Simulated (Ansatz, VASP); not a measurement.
## HfMo in VASP and in Ansatz

INCAR

```
PREC     = Accurate       # precision mode
ENCUT    = 520            # plane-wave cutoff, eV
EDIFF    = 1E-7           # SCF threshold, eV
ISMEAR   = 0              # smearing method
SIGMA    = 0.05           # smearing width, eV
LREAL    = False          # projectors in reciprocal space
LASPH    = True           # aspherical terms in the spheres
NELM     = 80             # most SCF steps
ALGO     = Fast           # electronic algorithm
ISIF     = 2              # what is computed and relaxed
LWAVE    = False          # write WAVECAR
LCHARG   = False          # write CHGCAR
GGA      = CA             # functional
NBANDS   = 19             # bands
```

File KPOINTS:

```
Automatic mesh
0
Gamma
  10 10 6
```

File POSCAR:

```
HfMo
1.0
    1.6712035000     -2.4724670000      0.0000000000
    1.6712035000      2.4724670000      0.0000000000
    0.0000000000      0.0000000000      4.4470110000
Hf Mo
1 1
Direct
    0.0000000000      0.0000000000      0.0000000000
    0.5000000000      0.5000000000      0.5000000000
```

The input input.yaml:

```yaml
crystal:
  lattice:
    - [1.6712035, -2.472467, 0.0]
    - [1.6712035, 2.472467, 0.0]
    - [0.0, 0.0, 4.447011]
  atoms:
    - { symbol: Hf, position: [0.0, 0.0, 0.0] }
    - { symbol: Mo, position: [0.5, 0.5, 0.5] }
kpoints:
  mp_grid: { grid: [10, 10, 6] }
scf:
  occupations: { method: gaussian, width: 0.05 }
hamiltonian:
  xc: lda
  pseudopotentials: { kind: all_electron, lapw: { basis_error: 0.001 } }
output:
  forces: true
  stress: true
  eigenvalues: true
```

The cell comes from a database or a generator and needn't be the stable form of this composition.

Alike in both runs: task single point; functional LDA; k mesh 10 × 10 × 6; occupations gaussian, width 0.05 eV; no spin polarisation.

|  | VASP | Ansatz |
| --- | --- | --- |
| version | VASP 6.6.1 | Ansatz 0.2.0 |
| potentials or method | VASP PAW LDA potentials, release 64 (Hf_pv, Mo_sv) | all-electron LAPW, scalar-relativistic |
| plane-wave cutoff (eV) | 520 | see its input |

Ansatz gave:

* gap on the k mesh at the Fermi level (eV): none
* pressure (GPa): -10.7
* largest component of the traceless stress (GPa): 0.48

**Question.** What did VASP give for the same quantities?

**Answer.** gap on the k mesh at the Fermi level (eV): none; pressure (GPa): -10.6; largest component of the traceless stress (GPa): 0.76.

A gap of «none» marks a metal or a gap that the smearing closes. Ansatz ran all-electron here, so the differences hold the error of VASP's frozen core and of both bases.

Spin-orbit coupling is left out, which matters for the levels of Hf.
